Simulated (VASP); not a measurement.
LiYHg: relaxation of cell and atoms with LDA

LiYHg:

```xyz
3
Lattice="4.2179 0.0000 0.0000 0.0000 4.2179 0.0000 0.0000 0.0000 5.2511" Properties=species:S:1:pos:R:3 pbc="T T T"
Li    2.1090    2.1090    2.6255
Y     0.0000    0.0000    0.0000
Hg    2.1090    2.1090    0.0000
```

The cell was built by a generator and needn't be a form met in nature.

| Quantity | Value |
| --- | --- |
| Program | VASP 6.6.1 |
| Task | relaxation of cell and atoms |
| Functional | LDA |
| Potentials or basis | VASP PAW LDA potentials, release 64 (Li_sv, Y_sv, Hg) |
| Cutoff | 600 eV |
| k mesh | 6 × 6 × 5 |
| Occupations | fermi-dirac, width 0.05 eV |
| Spin | no spin polarisation |
| Target pressure | 10 GPa |
| Further INCAR settings | ALGO = Normal; EDIFF = 1e-07; IBRION = 2; EDIFFG = -0.02; NSW = 60; ISIF = 3 |
| Target pressure | 10 GPa |

```yaml
Relaxed_volume: 23.76 Å³/atom
Relaxed_cell: a = 3.921 Å, b = 3.921 Å, c = 4.636 Å, α = 90.00°, β = 90.00°, γ = 90.00°
Space_group_after_relaxing_to_0.05_Å: P4/mmm (No. 123)
Energy_change_on_relaxing_the_enthalpy_is_what_falls: +107.7 meV/atom
Ionic_steps: 9
Pressure_after_relaxing: 10.0 GPa
Band_gap_on_the_k_mesh: none (metal or under the smearing width)
```

Stress tensor (GPa, compression positive):
```
 9.97  0.00  0.00
 0.00  9.97  0.00
 0.00  0.00 10.08
```

Step by step:
| step | energy change (eV) | largest force (eV/Å) | pressure (GPa) | volume (Å³) |
| --- | --- | --- | --- | --- |
| 1 | 0.0000 | 0.0000 | -2.85 | 93.42 |
| 2 | 1.3186 | 0.0000 | 24.91 | 63.54 |
| 3 | 0.2607 | 0.0000 | 9.38 | 73.60 |
| 4 | 0.2833 | 0.0000 | 9.79 | 73.23 |
| 5 | 0.3155 | 0.0000 | 10.14 | 71.44 |
| 6 | 0.3360 | 0.0000 | 10.31 | 71.07 |
| 7 | 0.3388 | 0.0000 | 10.29 | 71.02 |
| 8 | 0.3116 | 0.0000 | 9.79 | 71.46 |
| 9 | 0.3230 | 0.0000 | 10.00 | 71.27 |

Final structure:
```
Li Y Hg
1.0
     3.92081    0.00000    0.00000
     0.00000    3.92081    0.00000
     0.00000    0.00000    4.63644
Li Y Hg
1 1 1
Direct
  0.50000 0.50000 0.50000
  0.00000 0.00000 0.00000
  0.50000 0.50000 0.00000
```

Levels at points of the mesh, in eV from the Fermi level:
```
           k point  band 9  band 10  band 11  band 12  band 13  band 14  band 15  band 16  band 17
(0.00, 0.00, 0.00)   -8.20    -8.20    -7.36    -0.57     0.08     1.14     2.86     2.86     3.14
(0.50, 0.00, 0.00)   -8.24    -8.15    -5.18    -3.35    -0.81    -0.20    -0.03     2.65     3.47
(0.50, 0.50, 0.00)   -8.38    -8.06    -5.78    -0.75    -0.75     0.40     1.83     1.83     2.00
```

It took 3.1 min on 1 thread of Intel(R) Xeon(R) Platinum 8488C (Sapphire Rapids) (shared host), peak memory 0.26 GiB.

Caveat: the cutoff is under 1.25 times the usual one of these potentials, so pressure, stress and relaxed cells hold a basis-set (Pulay) error; the cell is relaxed towards a set pressure, so the enthalpy falls and the energy may rise; the volume moved by over 15 % at a fixed basis, so the end points are rough. Spin-orbit coupling is left out, which matters for the levels of Hg.
